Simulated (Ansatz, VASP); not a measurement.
## One calculation of CdBr, two programs

```
CELL_PARAMETERS angstrom
0.00000 3.07239 3.07239
3.07239 0.00000 3.07239
3.07239 3.07239 0.00000
ATOMIC_POSITIONS crystal
Cd 0.00000 0.00000 0.00000
Br 0.50000 0.50000 0.50000
```

Change from the starting cell: species swapped into the HoP type (Fm-3m, No. 225).

Alike in both runs: task single point; functional PBE; k mesh 6 × 6 × 6; occupations gaussian, width 0.1 eV; no spin polarisation.

|  | VASP | Ansatz |
| --- | --- | --- |
| version | VASP 6.6.1 | Ansatz 0.2.0 |
| potentials or method | VASP PAW PBE potentials, release 64 (Cd, Br) | scalar-relativistic, plane waves, PAW |
| plane-wave cutoff (eV) | 520 | 420 |
| valence electrons in the cell | 19 | 27 |

|  | VASP | Ansatz | Ansatz less VASP |
| --- | --- | --- | --- |
| gap on the k mesh at the Fermi level (eV) | none | none | - |
| pressure (GPa) | 1.7 | 1.6 | -0.11 |

A gap of «none» marks a metal or a gap that the smearing closes. The two sets of potentials don't hold the same shells in valence.

Caveats: an odd number of electrons without spin polarisation forces a metal; a magnetic or distorted state may lie lower.
